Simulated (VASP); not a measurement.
# ZrC with optB86b-vdW: from relaxation to properties, part 3 of 4

What structure does ZrC take at this level, and what are its properties? The start is a cell from a database of measured crystal structures.

VASP 6.6.1; optB86b-vdW; plane waves and PAW (Zr_sv, C).

So far. Step 4 (Bands along the symmetry lines (optB86b-vdW)): Of the bands kept, 4 cross the Fermi level on this path.

## 5. Density of states (optB86b-vdW)

A density of states needs more k-points than a total energy; ISMEAR = -5 takes tetrahedra, and LORBIT projects the states on the PAW spheres. The mesh is finer than in the run before.

INCAR

```
SYSTEM = ZrC
PREC = Accurate
ENCUT = 520
EDIFF = 1E-06
NELM = 100
ISMEAR = -5
SIGMA = 0.05
LREAL = .FALSE.
ALGO = Normal
GGA = MK
AGGAC = 0
LUSE_VDW = .TRUE.
PARAM1 = 0.1234
PARAM2 = 1
LASPH = .TRUE.
NBANDS = 20
LORBIT = 11
LWAVE = .FALSE.
LCHARG = .FALSE.
KPAR = 2
NEDOS = 2001
```

POSCAR

```
ZrC
1.0
    0.0000000000      2.3479499549      2.3479499549
    2.3479499549      0.0000000000      2.3479499549
    2.3479499549      2.3479499549      0.0000000000
Zr C
1 1
Direct
    0.5000000000      0.5000000000      0.5000000000
    0.0000000000      0.0000000000      0.0000000000
```

KPOINTS

```
Automatic mesh
0
Gamma
14 14 14
0 0 0
```

The projector-augmented-wave data sets are Zr_sv and C (PBE family, release 64).

Run with:

```
mpirun -np 2 vasp_std
```

What it wrote:

```text
[... set-up lines as in an earlier step ...]
 entering main loop
       N       E                     dE             d eps       ncg     rms          rms(c)
DAV:   1     0.109982016919E+03    0.10998E+03   -0.80203E+03  4160   0.805E+02
DAV:   2    -0.134450497105E+02   -0.12343E+03   -0.11509E+03  4824   0.241E+02
DAV:   3    -0.194415436469E+02   -0.59965E+01   -0.58694E+01  6508   0.436E+01
DAV:   4    -0.196020541711E+02   -0.16051E+00   -0.16036E+00  5000   0.518E+00
DAV:   5    -0.196035610891E+02   -0.15069E-02   -0.15069E-02  5292   0.428E-01    0.206E+01
DAV:   6    -0.162650470837E+02    0.33385E+01   -0.32835E+00  4984   0.170E+01    0.731E+00
DAV:   7    -0.161337248176E+02    0.13132E+00   -0.41287E-01  4876   0.461E+00    0.629E+00
DAV:   8    -0.161392439466E+02   -0.55191E-02   -0.18531E-01  5072   0.305E+00    0.445E+00
DAV:   9    -0.161182272978E+02    0.21017E-01   -0.23806E-02  4616   0.110E+00    0.801E-01
DAV:  10    -0.161175934521E+02    0.63385E-03   -0.22310E-03  5072   0.318E-01    0.242E-01
DAV:  11    -0.161175529082E+02    0.40544E-04   -0.15220E-04  5888   0.850E-02    0.143E-02
DAV:  12    -0.161175543252E+02   -0.14170E-05   -0.56419E-06  4756   0.204E-02    0.422E-03
DAV:  13    -0.161175541538E+02    0.17138E-06   -0.50331E-07  3500   0.583E-03
   1 F= -.16117554E+02 E0= -.16117554E+02  d E =0.000000E+00
 -----------------------------------------------------------------------------
|                                                                             |
|           W    W    AA    RRRRR   N    N  II  N    N   GGGG   !!!           |
|           W    W   A  A   R    R  NN   N  II  NN   N  G    G  !!!           |
|           W    W  A    A  R    R  N N  N  II  N N  N  G       !!!           |
|           W WW W  AAAAAA  RRRRR   N  N N  II  N  N N  G  GGG   !            |
|           WW  WW  A    A  R   R   N   NN  II  N   NN  G    G                |
|           W    W  A    A  R    R  N    N  II  N    N   GGGG   !!!           |
|                                                                             |
|     Tetrahedron method does not include variations of the Fermi             |
|     occupations, so forces and stress will be inaccurate. We suggest        |
|     using a different smearing scheme ISMEAR = 1 or 2 for metals in         |
|     relaxations.                                                            |
|                                                                             |
 -----------------------------------------------------------------------------
```

Run time: 64 s. Hardware: 2 MPI ranks of Intel Xeon Platinum 8259CL at 2.50GHz (Skylake/Cascade Lake), shared host; peak memory 0.69 GiB.

OUTCAR, selected parts (step 5):

```text
   k-points           NKPTS =    104   k-points in BZ     NKDIM =    104   number of bands    NBANDS=     20

   NELECT =      16.0000    total number of electrons

 E-fermi :   9.6216

 k-point     1 :       0.0000    0.0000    0.0000
  band No.  band energies     occupation
      1     -38.4962      2.00000
      2     -16.2247      2.00000
      3     -16.2247      2.00000
      4     -16.2247      2.00000
      5      -1.6883      2.00000
      6      10.5207     -1.13861
      7      10.5207      0.00000
      8      10.5207      0.00000
      9      10.6689      0.00000
     10      10.6689      0.00000
    ...

Total vdW correction in eV:      1.8507454

  Total        0.0015692      0.0015692      0.0015692      0.0000000      0.0000000      0.0000000
  in kB        0.0971136      0.0971136      0.0971136      0.0000000      0.0000000      0.0000000
  external PRESSURE =       0.0971136 kB  Pullay stress =       0.0000000 kB

 POSITION                                       TOTAL-FORCE (eV/Angst)
 -----------------------------------------------------------------------------------
      2.34795      2.34795      2.34795        -0.000000     -0.000000      0.000000
      0.00000      0.00000      0.00000         0.000000      0.000000     -0.000000
 -----------------------------------------------------------------------------------
    total drift:                                0.000000      0.000000      0.000000

  FREE ENERGIE OF THE ION-ELECTRON SYSTEM (eV)
  ---------------------------------------------------
  free  energy   TOTEN  =       -16.1175541538 eV

  energy  without entropy=      -16.1175541538  energy(sigma->0) =      -16.11755415

Total vdW correction in eV:      1.8507584

[... 6 parts as in an earlier step ...]

[... 10 further parts left out ...]
```

With tetrahedra the forces and stress of a metal are not exact derivatives of the energy.

This step gave:

- irreducible k-points: 104
- Fermi energy: 9.622 eV
- pressure: 0.009711 GPa
- DOS at the Fermi level: 0.2335 states/eV/cell

The density of states has structure finer than the step of the table below, so its rows give means over 1 eV, whole bins alone (the curve runs from -12.0 to 2.77 eV). Peaks (eV: height): total -9.4: 1.69, -2.3: 5.63; Zr d -2.3: 1.35; C p -2.3: 1.34; Zr p -9.1: 0.0785, -2.3: 0.308; Zr s -9.8: 0.045, -4.2: 0.0817.

States under -12.0 eV and over 2.8 eV are left out. The density of states by energy, zero at the Fermi level; means over each step; values in states/eV/cell:

| energy (eV) | total | Zr d | C p | Zr p | Zr s | C s |
| --- | --- | --- | --- | --- | --- | --- |
| -11 | 0.0825 | 1.5e-4 | 1.9e-4 | 0.00154 | 0.00954 | 0.0297 |
| -10 | 0.760 | 0.0597 | 0.00188 | 0.0224 | 0.0325 | 0.311 |
| -9 | 1.12 | 0.0818 | 0.00281 | 0.0550 | 0.0174 | 0.491 |
| -8 | 0.0363 | 6.5e-4 | 7.3e-5 | 0.00284 | 2.2e-4 | 0.0168 |
| -7 | 0 | 0 | 0 | 0 | 0 | 0 |
| -6 | 0 | 0 | 0 | 0 | 0 | 0 |
| -5 | 0.189 | 0.0333 | 0.0355 | 0.00200 | 0.0190 | 0.00188 |
| -4 | 0.893 | 0.168 | 0.190 | 0.0184 | 0.0672 | 0.00954 |
| -3 | 1.41 | 0.353 | 0.351 | 0.0426 | 0.0328 | 0.00886 |
| -2 | 2.69 | 0.738 | 0.653 | 0.105 | 0.00640 | 0.00761 |
| -1 | 0.690 | 0.177 | 0.200 | 0.0179 | 0.00225 | 0.00213 |
| 0 | 0.289 | 0.0695 | 0.0846 | 0.00854 | 7.9e-4 | 6.2e-4 |
| 1 | 0.508 | 0.223 | 0.0826 | 0.00597 | 0.00312 | 0.00222 |
| 2 | 0.714 | 0.377 | 0.0879 | 0.00329 | 0.00535 | 0.00422 |

The finer mesh and the other smearing move the Fermi level by +0.03 eV from the 10×10×10 run, a small shift, which tests the Fermi level alone. Of the states within 0.3 eV of the Fermi level, the largest shares in the PAW spheres are C p 30 % and Zr d 23 %. The rest lies in smaller channels or between the spheres.

## 6. Volume scan with optB86b-vdW

An equation of state needs energies on both sides of the minimum, all on one mesh and cutoff.

INCAR: that of step 5 with these lines changed.

```diff
@@ -5,3 +5,3 @@
 NELM = 100
-ISMEAR = -5
+ISMEAR = 0
 SIGMA = 0.05
@@ -15,3 +15,3 @@
 LASPH = .TRUE.
-NBANDS = 20
+NBANDS = 14
 LORBIT = 11
@@ -20,2 +20,2 @@
 KPAR = 2
-NEDOS = 2001
+ISIF = 2
```

POSCAR

```
ZrC
1.0
    0.0000000000      2.3000191598      2.3000191598
    2.3000191598      0.0000000000      2.3000191598
    2.3000191598      2.3000191598      0.0000000000
Zr C
1 1
Direct
    0.5000000000      0.5000000000      0.5000000000
    0.0000000000      0.0000000000      0.0000000000
```

KPOINTS

```
Automatic mesh
0
Gamma
10 10 10
0 0 0
```

Run with:

```
mpirun -np 2 vasp_std
```

What it wrote:

```text
[... set-up lines as in an earlier step ...]
 entering main loop
       N       E                     dE             d eps       ncg     rms          rms(c)
DAV:   1     0.106035651473E+03    0.10604E+03   -0.86383E+03  1316   0.115E+03
DAV:   2    -0.128627274147E+02   -0.11890E+03   -0.11108E+03  1634   0.305E+02
DAV:   3    -0.192689423109E+02   -0.64062E+01   -0.63603E+01  2120   0.604E+01
DAV:   4    -0.194501362767E+02   -0.18119E+00   -0.18116E+00  1592   0.672E+00
DAV:   5    -0.194521907238E+02   -0.20544E-02   -0.20544E-02  1810   0.672E-01    0.232E+01
DAV:   6    -0.161391030416E+02    0.33131E+01   -0.76482E+00  1532   0.245E+01    0.851E+00
DAV:   7    -0.160496826637E+02    0.89420E-01   -0.46447E-01  1482   0.603E+00    0.724E+00
DAV:   8    -0.160628592526E+02   -0.13177E-01   -0.22615E-01  1508   0.398E+00    0.500E+00
DAV:   9    -0.160412416166E+02    0.21618E-01   -0.45970E-02  1508   0.162E+00    0.458E-01
DAV:  10    -0.160416934558E+02   -0.45184E-03   -0.54356E-03  1616   0.643E-01    0.691E-01
DAV:  11    -0.160412429493E+02    0.45051E-03   -0.13158E-03  1538   0.303E-01    0.473E-02
DAV:  12    -0.160412419233E+02    0.10260E-05   -0.19810E-05  1532   0.369E-02    0.153E-02
DAV:  13    -0.160412411603E+02    0.76306E-06   -0.14857E-06  1308   0.949E-03
   1 F= -.16041241E+02 E0= -.16041115E+02  d E =-.252173E-03
```

Wall time 26 s (2 MPI ranks); peak memory 0.53 GiB; 50 s of CPU time.

From OUTCAR (step 6):

```text
   ENCUT  =  520.0 eV  38.22 Ry    6.18 a.u.   6.05  6.05  6.05*2*pi/ulx,y,z

   NELECT =      16.0000    total number of electrons

 E-fermi :  10.3358

 k-point     1 :       0.0000    0.0000    0.0000
  band No.  band energies     occupation
      1     -37.5332      2.00000
      2     -15.2133      2.00000
      3     -15.2133      2.00000
      4     -15.2133      2.00000
      5      -1.1665      2.00000
      6      11.2654      0.00000
      7      11.2654      0.00000
      8      11.2654      0.00000
      9      11.4196      0.00000
     10      11.4196      0.00000
    ...

Total vdW correction in eV:      1.7880891

  Total        2.4406573      2.4406573      2.4406573     -0.0000000      0.0000000      0.0000000
  in kB      160.6915485    160.6915485    160.6915485     -0.0000000      0.0000000      0.0000000
  external PRESSURE =     160.6915485 kB  Pullay stress =       0.0000000 kB

 POSITION                                       TOTAL-FORCE (eV/Angst)
 -----------------------------------------------------------------------------------
      2.30002      2.30002      2.30002        -0.000000      0.000000     -0.000000
      0.00000      0.00000      0.00000         0.000000     -0.000000      0.000000
 -----------------------------------------------------------------------------------
    total drift:                                0.000000     -0.000000      0.000000

  FREE ENERGIE OF THE ION-ELECTRON SYSTEM (eV)
  ---------------------------------------------------
  free  energy   TOTEN  =       -16.0412411603 eV

  energy  without entropy=      -16.0409889870  energy(sigma->0) =      -16.04111507

Total vdW correction in eV:      1.7881042

[... 3 parts as in an earlier step ...]

[... 13 further parts left out ...]
```

The scan keeps the cell's shape and the fractional positions fixed.

Numbers from this step:

| Quantity | Value |
| --- | --- |
| bands | 14 |
| irreducible k-points | 47 |
| free energy (TOTEN) | -16.04 eV |
| energy at zero smearing | -16.04 eV |
| Fermi energy | 10.34 eV |
| pressure | 16.07 GPa |

The pressure here is 16.07 GPa.

## 7. Volume scan with optB86b-vdW (run 2)

INCAR is that of step 6.

POSCAR

```
ZrC
1.0
    0.0000000000      2.3162170115      2.3162170115
    2.3162170115      0.0000000000      2.3162170115
    2.3162170115      2.3162170115      0.0000000000
Zr C
1 1
Direct
    0.5000000000      0.5000000000      0.5000000000
    0.0000000000      0.0000000000      0.0000000000
```

KPOINTS is that of step 6.

Run with:

```
mpirun -np 2 vasp_std
```

What it wrote:

```text
[... set-up lines as in an earlier step ...]
 entering main loop
       N       E                     dE             d eps       ncg     rms          rms(c)
DAV:   1     0.106532754448E+03    0.10653E+03   -0.88212E+03  1316   0.117E+03
DAV:   2    -0.130965099757E+02   -0.11963E+03   -0.11260E+03  1634   0.304E+02
DAV:   3    -0.193075335155E+02   -0.62110E+01   -0.61710E+01  2134   0.613E+01
DAV:   4    -0.195174578377E+02   -0.20992E+00   -0.20987E+00  1610   0.733E+00
DAV:   5    -0.195199519094E+02   -0.24941E-02   -0.24941E-02  1782   0.766E-01    0.223E+01
DAV:   6    -0.161960677649E+02    0.33239E+01   -0.77984E+00  1536   0.244E+01    0.807E+00
DAV:   7    -0.160943006000E+02    0.10177E+00   -0.48836E-01  1492   0.613E+00    0.691E+00
DAV:   8    -0.161078613883E+02   -0.13561E-01   -0.24730E-01  1526   0.412E+00    0.490E+00
DAV:   9    -0.160835034359E+02    0.24358E-01   -0.55042E-02  1508   0.176E+00    0.308E-01
DAV:  10    -0.160841675341E+02   -0.66410E-03   -0.46676E-03  1622   0.601E-01    0.632E-01
DAV:  11    -0.160837442847E+02    0.42325E-03   -0.12391E-03  1532   0.290E-01    0.450E-02
DAV:  12    -0.160837432045E+02    0.10802E-05   -0.18871E-05  1566   0.346E-02    0.112E-02
DAV:  13    -0.160837426240E+02    0.58053E-06   -0.11202E-06  1170   0.879E-03
   1 F= -.16083743E+02 E0= -.16083671E+02  d E =-.142936E-03
```

Elapsed: 26 s, on 2 MPI ranks; peak memory 0.53 GiB; 50 s of CPU time.

From OUTCAR (step 7):

```text
   ENCUT  =  520.0 eV  38.22 Ry    6.18 a.u.   6.09  6.09  6.09*2*pi/ulx,y,z

   NELECT =      16.0000    total number of electrons

 E-fermi :  10.0776

 k-point     1 :       0.0000    0.0000    0.0000
  band No.  band energies     occupation
      1     -37.8628      2.00000
      2     -15.5612      2.00000
      3     -15.5612      2.00000
      4     -15.5612      2.00000
      5      -1.3497      2.00000
      6      11.0079      0.00000
      7      11.0079      0.00000
      8      11.0079      0.00000
      9      11.1618      0.00000
     10      11.1618      0.00000
    ...

Total vdW correction in eV:      1.8094085

  Total        1.5767780      1.5767780      1.5767780     -0.0000000      0.0000000     -0.0000000
  in kB      101.6514064    101.6514064    101.6514064     -0.0000000      0.0000000     -0.0000000
  external PRESSURE =     101.6514064 kB  Pullay stress =       0.0000000 kB

 POSITION                                       TOTAL-FORCE (eV/Angst)
 -----------------------------------------------------------------------------------
      2.31622      2.31622      2.31622        -0.000000     -0.000000      0.000000
      0.00000      0.00000      0.00000         0.000000      0.000000      0.000000
 -----------------------------------------------------------------------------------
    total drift:                                0.000000     -0.000000      0.000000

  FREE ENERGIE OF THE ION-ELECTRON SYSTEM (eV)
  ---------------------------------------------------
  free  energy   TOTEN  =       -16.0837426240 eV

  energy  without entropy=      -16.0835996879  energy(sigma->0) =      -16.08367116

Total vdW correction in eV:      1.8094209

[... 4 parts as in an earlier step ...]

[... 12 further parts left out ...]
```

Numbers from this step:

```
free energy (TOTEN)     : -16.08 eV
energy at zero smearing : -16.08 eV
Fermi energy            : 10.08 eV
pressure                : 10.17 GPa
```

The pressure falls from 16.07 to 10.17 GPa.

The run ends at a pressure of 10.17 GPa.

## 8. Volume scan with optB86b-vdW (run 3)

INCAR is that of step 7.

POSCAR

```
ZrC
1.0
    0.0000000000      2.3321914267      2.3321914267
    2.3321914267      0.0000000000      2.3321914267
    2.3321914267      2.3321914267      0.0000000000
Zr C
1 1
Direct
    0.5000000000      0.5000000000      0.5000000000
    0.0000000000      0.0000000000      0.0000000000
```

KPOINTS is that of step 7.

Run with:

```
mpirun -np 2 vasp_std
```

What it wrote:

```text
[... set-up lines as in an earlier step ...]
 entering main loop
       N       E                     dE             d eps       ncg     rms          rms(c)
DAV:   1     0.102819876982E+03    0.10282E+03   -0.87220E+03  1316   0.116E+03
DAV:   2    -0.132213105904E+02   -0.11604E+03   -0.10870E+03  1634   0.300E+02
DAV:   3    -0.194606533440E+02   -0.62393E+01   -0.61915E+01  2252   0.593E+01
DAV:   4    -0.195675620377E+02   -0.10691E+00   -0.10686E+00  1556   0.561E+00
[...]
DAV:  11    -0.161080818316E+02    0.40461E-03   -0.12429E-03  1544   0.290E-01    0.496E-02
DAV:  12    -0.161080801286E+02    0.17031E-05   -0.18574E-05  1518   0.344E-02    0.104E-02
DAV:  13    -0.161080795865E+02    0.54212E-06   -0.12116E-06  1222   0.926E-03
   1 F= -.16108080E+02 E0= -.16108033E+02  d E =-.937238E-04
```

The job ended after 43 s (2 MPI ranks; peak memory 0.63 GiB).

Parts of OUTCAR (step 8):

```text
  Total        0.7640118      0.7640118      0.7640118      0.0000000     -0.0000000      0.0000000
  in kB       48.2489707     48.2489707     48.2489707      0.0000000     -0.0000000      0.0000000
  external PRESSURE =      48.2489707 kB  Pullay stress =       0.0000000 kB

 POSITION                                       TOTAL-FORCE (eV/Angst)
 -----------------------------------------------------------------------------------
      2.33219      2.33219      2.33219         0.000000      0.000000      0.000000
      0.00000      0.00000      0.00000        -0.000000     -0.000000     -0.000000
 -----------------------------------------------------------------------------------
    total drift:                                0.000000      0.000000      0.000000

  FREE ENERGIE OF THE ION-ELECTRON SYSTEM (eV)
  ---------------------------------------------------
  free  energy   TOTEN  =       -16.1080795865 eV

  energy  without entropy=      -16.1079858627  energy(sigma->0) =      -16.10803272

[... 1 part as in an earlier step ...]

[... 2 further parts left out ...]
[key lines of the parts left out:]
E-fermi :   9.8286
```

The pressure falls from 10.17 to 4.82 GPa.

The run ends at a pressure of 4.82 GPa.

## 9. Volume scan with optB86b-vdW (run 4)

INCAR is that of step 8.

POSCAR

```
ZrC
1.0
    0.0000000000      2.3479499549      2.3479499549
    2.3479499549      0.0000000000      2.3479499549
    2.3479499549      2.3479499549      0.0000000000
Zr C
1 1
Direct
    0.5000000000      0.5000000000      0.5000000000
    0.0000000000      0.0000000000      0.0000000000
```

KPOINTS is that of step 8.

Run with:

```
mpirun -np 2 vasp_std
```

What it wrote:

```text
[... set-up lines as in an earlier step ...]
 entering main loop
       N       E                     dE             d eps       ncg     rms          rms(c)
DAV:   1     0.103763237482E+03    0.10376E+03   -0.87240E+03  1316   0.115E+03
DAV:   2    -0.131536896275E+02   -0.11692E+03   -0.10947E+03  1634   0.302E+02
[... 3 cycles as in an earlier step ...]
DAV:   6    -0.162591235998E+02    0.33439E+01   -0.81305E+00  1554   0.244E+01    0.728E+00
[... 1 cycle as in an earlier step ...]
DAV:   8    -0.161461547681E+02   -0.15505E-01   -0.30184E-01  1514   0.447E+00    0.489E+00
[... 4 cycles as in an earlier step ...]
DAV:  13    -0.161160161403E+02    0.67543E-06   -0.16881E-06  1420   0.102E-02
   1 F= -.16116016E+02 E0= -.16115964E+02  d E =-.104664E-03
```

Wall time 42 s (2 MPI ranks); peak memory 0.63 GiB.

From OUTCAR (step 9):

```text
[... 6 parts as in an earlier step ...]

[... 1 further part left out ...]
[key lines of the parts left out:]
E-fermi :   9.5889
```

The pressure falls from 4.82 to 0.00 GPa.

The run ends at a pressure of 0.00 GPa.

(Part 3 of 4 ends here.)

[Lines on the potential files, build, host, timing and source positions are cut from VASP's logs without a mark.]

[Logs are printed without paths, hosts, clocks, repeated set-up lines and the standing remarks that a program may print on its own settings, such as how far it seeks lower states.]

[Hosts, paths, dates, database ids (printed as entryN), source tags and the programs' standing remarks are cut or masked in the printed files.]

[A measured line is paired with the nearest computed mode of its activity, which favours agreement.]
